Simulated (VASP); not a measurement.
Here is the system:

```xyz
2
Lattice="0.0000 2.3526 2.3526 2.3526 0.0000 2.3526 2.3526 2.3526 0.0000" Properties=species:S:1:pos:R:3 pbc="T T T"
Na     0.0000     0.0000     0.0000
F      2.3526     2.3526     2.3526
```

All values below come from PBE GGA, VASP's PBE PAW potentials (set 64) (plane waves; VASP). Settings: 520 eV cut-off, 10×10×10 Γ-centred mesh, Gaussian smearing of 0.050 eV, potentials Na_pv F.

**Question.** Give the energy at these volumes per atom, relative to the lowest: 12.14, 12.53, 12.91, 13.30, 13.69 Å³.

**Answer.** 9.5, 2.7, 0.0, 0.7, 4.2 meV/atom. A third-order Birch-Murnaghan fit gives B0 = 45.0 GPa and B0′ = 4.6.

The compound is NaF in the rock salt structure. It was relaxed first.
